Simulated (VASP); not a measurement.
## BeSe: energy against volume

BeSe (zinc blende, F-43m, 17.384 Å³/atom and stress up to 0.03 GPa in the relaxed cell, cube axes along x, y and z) under an equal strain ε along all three axes. PBE in VASP (plane waves, PAW), 480 eV, 10×10×10 Γ-centred mesh, Gaussian smearing 0.05 eV; ions are relaxed, or left where forces stay under 0.02 eV/Å, within the symmetry of each cell.

Here V stands for volume and E for E less E0.

| volume (Å³/atom) | E less E0 (meV/atom) | pressure (GPa) |
|---|---|---|
| 15.8661 | ? | ? |
| 16.3618 | 15.85 | 5.16 |
| 16.6135 | 8.84 | 3.76 |
| 16.8678 | 3.92 | 2.44 |
| 17.1247 | 1.00 | 1.20 |
| 17.3842 | 0.00 | 0.03 |
| 17.6462 | 0.84 | -1.07 |
| 17.9109 | 3.44 | -2.09 |
| 18.1782 | 7.72 | -3.05 |
| 18.4482 | 13.62 | -3.96 |

Fit E of the 9 rows that show it with the third-order Birch-Murnaghan form, a cubic in V^(-2/3). With u = V^(-2/3) - 0.149, the rows have u = 0.006160, 0.004589, 0.003041, 0.001517, 0.000015, -0.001464, -0.002921, -0.004356, -0.005771. Least squares gives E = 0.001 + 32.4·u + 413526·u² - 178379·u³. Residuals (row less fit): 0.000, -0.001, 0.001, -0.001, -0.002, 0.000, 0.001, -0.001, -0.001; standard error 0.001 (degrees of freedom: 5). Its minimum lies at u = -0.000039, so V0 = (0.148961)^(-3/2) = 17.39. There d²E/du² = 827100 and d³E/du³ = -1070000, so B0 = (4/9) × 17.39^(-7/3) × 827100 × 0.160218 = 75.1 GPa (the last factor turns the table's units into GPa), and B0' = 4 + (2/3) × 0.148961 × (-1070000)/827100 = 3.9. B0' rests on the cubic coefficient alone and has a standard error of 0.1 from these residuals.

Estimate the missing E (V = 15.8661); what did the run itself give?

u = 0.009375, so E = 0.001 + 32.4 × 0.009375 + 413526 × 0.009375² - 178379 × 0.009375³ = 36.503 meV/atom. The calculation gives 36.52 meV/atom, 0.017 meV/atom above the prediction (0.0 % of the range of E in the table). The row lies outside the fitted rows, so this is an extrapolation. The scatter of the fitted rows lies at the last printed digit.

Other structures, which can take over under pressure, weren't tried. The same form fitted to the pressure column gives B0' = 3.9; series where the two differ by over 0.4 aren't shown. Rows are the converged runs of the series near zero and its far end, less any whose ions stayed unrelaxed beside relaxed ones; series whose fitted rows scatter by over a few per cent of the range, as at a crossing or softening among them, aren't shown in this form.
